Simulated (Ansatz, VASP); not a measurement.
# Zn3C in VASP and in Ansatz

```
Zn C
1.0
     6.79319    0.00000    0.00000
    -3.39660    5.88308    0.00000
     0.00000    0.00000    2.85126
Zn C
6 2
Cartesian
  1.9840 1.1455 2.1384
  4.8092 1.1455 2.1384
  3.3966 3.5921 2.1384
  1.4126 4.7376 0.7128
  -1.4126 4.7376 0.7128
  0.0000 2.2909 0.7128
  3.3966 1.9610 0.7128
  0.0000 3.9221 2.1384
```

Change from the starting cell: species swapped into the Pm3Pr type (P6_3/mmc, No. 194).

Alike in both runs: functional PBE; k mesh 3 × 3 × 6; occupations gaussian, width 0.1 eV; no spin polarisation.

Ansatz relaxed the structure, and its values are those at the end. VASP's run is a single point on that final structure, the one shown.

|  | VASP | Ansatz |
| --- | --- | --- |
| version | VASP 6.6.1 | Ansatz 0.2.0 |
| potentials or method | VASP PAW PBE potentials, release 64 (Zn, C) | scalar-relativistic, plane waves, PAW |
| plane-wave cutoff (eV) | 520 | 420 |
| valence electrons in the cell | 80 | 80 |

```csv
,VASP,Ansatz,Ansatz less VASP
gap on the k mesh at the Fermi level (eV),none,none,-
pressure (GPa),0.5,0.0,-0.47
rms of the force components (eV/Å),0.010,0.005,-0.0044
```

A gap of «none» marks a metal or a gap that the smearing closes. With one functional, cell and mesh, what is left measures potentials, basis and numerics.

Caveats: the k mesh is coarse (spacing up to 0.37 Å⁻¹), so the values aren't converged.
